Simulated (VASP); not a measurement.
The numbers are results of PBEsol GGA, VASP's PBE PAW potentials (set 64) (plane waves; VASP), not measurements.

The input files of a VASP run:

### INCAR
```
GGA = PS
EDIFF = 1E-7
ICHARG = 11   ! fixed density
PREC = Accurate
SIGMA = 0.05   ! width (eV)
LMAXMIX = 4   ! l cut-off of mixed one-centre charges
ENCUT = 400   ! plane-wave cut-off (eV)
LASPH = .True.   ! aspherical one-centre terms
LORBIT = 11   ! lm-projected
SYSTEM = YS
LREAL = .False.   ! projection in real space or not
LCHARG = .False.
LWAVE = .False.
ALGO = Normal
ISMEAR = 0   ! Gaussian
NELM = 100   ! most electronic steps
```

### KPOINTS
```
k-points along high-symmetry lines
15
Line-mode
Reciprocal
  0.000000   0.000000   0.000000 ! GAMMA
 -0.500000  -0.500000   0.000000 ! X

 -0.500000  -0.500000   0.000000 ! X
 -0.375000  -0.375000   0.250000 ! U

 -0.375000   0.000000   0.375000 ! K
  0.000000   0.000000   0.000000 ! GAMMA

  0.000000   0.000000   0.000000 ! GAMMA
  0.000000   0.000000   0.500000 ! L

  0.000000   0.000000   0.500000 ! L
 -0.500000  -0.250000   0.250000 ! W

 -0.500000  -0.250000   0.250000 ! W
 -0.500000  -0.500000   0.000000 ! X
```

**POSCAR**
```
YS
1
    0.0000000000     3.0225214462     3.0225214462
    3.0225214462     0.0000000000     3.0225214462
    3.0225214462     3.0225214462     0.0000000000
Y S
1 1
Direct
  0.0000000000   0.0000000000   0.0000000000
  0.2500000000   0.2500000000   0.2500000000
```

POTCAR, in this order: Y_sv S (PBE.64 set). Program: vasp_std. Read from the step before: CHGCAR.

What VASP printed:

**OSZICAR**
```
       N       E                     dE             d eps       ncg     rms          rms(c)
DAV:   1     0.541591592048E+02    0.54159E+02   -0.70792E+03  2168   0.103E+03
DAV:   2    -0.107253067545E+02   -0.64884E+02   -0.61218E+02  2796   0.205E+02
DAV:   3    -0.144043561482E+02   -0.36790E+01   -0.36469E+01  2856   0.426E+01
DAV:   4    -0.146199937486E+02   -0.21564E+00   -0.21527E+00  3328   0.963E+00
DAV:   5    -0.146227017849E+02   -0.27080E-02   -0.27077E-02  2840   0.115E+00
DAV:   6    -0.146227854859E+02   -0.83701E-04   -0.83700E-04  3260   0.154E-01
DAV:   7    -0.146227862978E+02   -0.81197E-06   -0.81174E-06  2884   0.176E-02
DAV:   8    -0.146227863219E+02   -0.24114E-07   -0.24419E-07  2556   0.251E-03
   1 F= -.14622786E+02 E0= -.14621928E+02  d E =-.171645E-02
```

### OUTCAR
```
 val. band max:        3.7808890900   @ k =  -0.3214  -0.3214   0.0000

 cond. band min:       3.9056430271   @ k =  -0.3214  -0.1607   0.3393



 k-point     1 :       0.0000    0.0000    0.0000
  band No.  band energies     occupation
      1     -39.0906      2.00000
      2     -19.1243      2.00000
      3     -19.1243      2.00000
      4     -19.1243      2.00000
      5     -10.0192      2.00000
      6      -0.5262      2.00000
      7      -0.5262      2.00000
      8      -0.5262      2.00000
      9       3.9066      0.82577
     10       5.5478      0.00000
     11       5.5478      0.00000
     12       8.6498      0.00000

 k-point     2 :      -0.0357   -0.0357    0.0000
  band No.  band energies     occupation
      1     -39.0904      2.00000
      2     -19.1270      2.00000
      3     -19.1250      2.00000
      4     -19.1250      2.00000
      5     -10.0104      2.00000
      6      -0.5512      2.00000
      7      -0.5188      2.00000
      8      -0.5188      2.00000
      9       3.9656      0.05866
     10       5.5000      0.00000
     11       5.5609      0.00000
     12       8.6624      0.00000

 k-point     3 :      -0.0714   -0.0714    0.0000
  band No.  band energies     occupation
      1     -39.0900      2.00000
      2     -19.1349      2.00000
      3     -19.1271      2.00000
      4     -19.1271      2.00000
      5      -9.9846      2.00000
      6      -0.6213      2.00000
      7      -0.4968      2.00000
      8      -0.4968      2.00000
      9       4.1362      0.00000
     10       5.3668      0.00000
     11       5.6000      0.00000
     12       8.6627      0.00000

 k-point     4 :      -0.1071   -0.1071    0.0000
  band No.  band energies     occupation
      1     -39.0893      2.00000
      2     -19.1476      2.00000
      3     -19.1305      2.00000
      4     -19.1305      2.00000
      5      -9.9430      2.00000
      6      -0.7237      2.00000
      7      -0.4607      2.00000
...
```

The density is held fixed in this step, so its total energy and stress have no physical meaning.

The structure was generated: YS was put into the zinc blende type (F-43m), which need not be its known phase. It was relaxed first, which changed the volume by -30 %. The electron count is odd and the run is not spin-polarised, which forces a metal.
